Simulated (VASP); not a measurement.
An input for Ansatz (written as the equivalent of a VASP run, and not itself run):

Ansatz 0.2 input:
```yaml
crystal:
  lattice:
    - [4.3350760, 0.0000000, 0.0000000]
    - [-4.3350760, 4.3350760, 0.0000000]
    - [0.0000000, 0.0000000, 22.8371000]
  atoms:
    - { symbol: Hg, position: [0.0000000, 0.0000000, 0.4661010] }
    - { symbol: Hg, position: [0.0000000, 0.5000000, 0.3305190] }
    - { symbol: Hg, position: [0.0000000, 0.0000000, 0.7372700] }
    - { symbol: Hg, position: [0.0000000, 0.5000000, 0.6016880] }
    - { symbol: Se, position: [0.5000000, 0.5000000, 0.2627300] }
    - { symbol: Se, position: [0.5000000, 0.0000000, 0.3983120] }
    - { symbol: Se, position: [0.5000000, 0.5000000, 0.5338940] }
    - { symbol: Se, position: [0.5000000, 0.0000000, 0.6694760] }
kpoints:
  mp_grid: { grid: [11, 11, 1] }
hamiltonian:
  xc: lda
  pseudopotentials: { kind: paw }
scf:
  occupations: { method: methfessel_paxton, width: 0.1 }
  max_iter: 100
output: { forces: true, stress: true, eigenvalues: true }
```

Task: Translate this input to VASP (INCAR, KPOINTS, POSCAR, choice of POTCAR).

Result: This is not unique; one that fits is 
### KPOINTS
```
kpoints
0
G
11 11 1
```

**POSCAR**
```
HgSe
4.3350760
  1.0000000000   0.0000000000   0.0000000000
 -1.0000000000   1.0000000000   0.0000000000
  0.0000000000   0.0000000000   5.2679814610
Hg Se
4 4
direct
  0.0000000000   0.0000000000   0.4661010000
  0.0000000000   0.5000000000   0.3305190000
  0.0000000000   0.0000000000   0.7372700000
  0.0000000000   0.5000000000   0.6016880000
  0.5000000000   0.5000000000   0.2627300000
  0.5000000000   0.0000000000   0.3983120000
  0.5000000000   0.5000000000   0.5338940000
  0.5000000000   0.0000000000   0.6694760000
```

INCAR:
```
! general
SYSTEM   =  HgSe
PREC     =  Accurate
ENCUT    =  300
LREAL    =  .FALSE.
LASPH    =  .TRUE.   ! aspherical one-centre terms

! electronic loop
EDIFF    =  1E-6   ! SCF stop (eV)
NELM     =  100   ! most electronic steps
ALGO     =  Normal   ! blocked Davidson
LMAXMIX  =  6   ! l cut-off of mixed one-centre charges

! smearing
ISMEAR   =  1
SIGMA    =  0.1   ! width (eV)

! ions
ISIF     =  2   ! forces and stress, cell fixed

! output
LWAVE    =  .FALSE.
LCHARG   =  .FALSE.
```

POTCAR, in this order: Hg Se (LDA.64 set). Program: vasp_std.

Limits of the translation: each code has its own PAW files, so the cut-off isn't converted (ENCUT is set for VASP's; basis.ecutwfc is left out, and Ansatz then takes the one that its files recommend); Ansatz stops its SCF on the density residual and VASP on the energy change (EDIFF); Ansatz's lda is the Perdew-Wang form, while the LDA potentials of VASP carry Perdew-Zunger's.

The cell is a sheet with vacuum, built from a database entry that may be metastable or hypothetical.
